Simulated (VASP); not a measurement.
Given:

```yaml
crystal:
  lattice:
    - [3.56409, 0.00000, 0.00000]
    - [0.00000, 3.56409, 0.00000]
    - [0.00000, 0.00000, 3.56409]
  atoms:
    - { symbol: Al, position: [0.00000, 0.00000, 0.00000] }
    - { symbol: Ni, position: [0.00000, 0.50000, 0.50000], spin: 0.3 }
    - { symbol: Ni, position: [0.50000, 0.00000, 0.50000], spin: 0.3 }
    - { symbol: Ni, position: [0.50000, 0.50000, 0.00000], spin: 0.3 }
```

Calculation: PBE GGA, VASP's PBE PAW potentials (set 64) (plane waves; VASP). Run with 480 eV cut-off, 8×8×8 Γ-centred mesh, first-order Methfessel-Paxton smearing of 0.10 eV, potentials Al Ni.

Each relaxation starts from this cell; other phases were not tried.

The cell is relaxed at 15 GPa. What happens?

The volume per atom goes from 11.32 to 10.57 Å³ (-6.6 %), and the cell becomes a = b = c = 3.484 Å, α = β = γ = 90.00°, space group Pm-3m.

The cell is relaxed at 30 GPa. What happens?

The volume per atom goes from 11.32 to 10.01 Å³ (-11.6 %), and the cell becomes a = b = c = 3.4210 Å, α = β = γ = 90.00°, space group Pm-3m.

Failed runs are left out, and for metals the shear rows, which the mesh's noise covers.

The compound is Ni3Al in the L1_2 structure. The spin order is the one that the start imposed; others were not tried in this run.
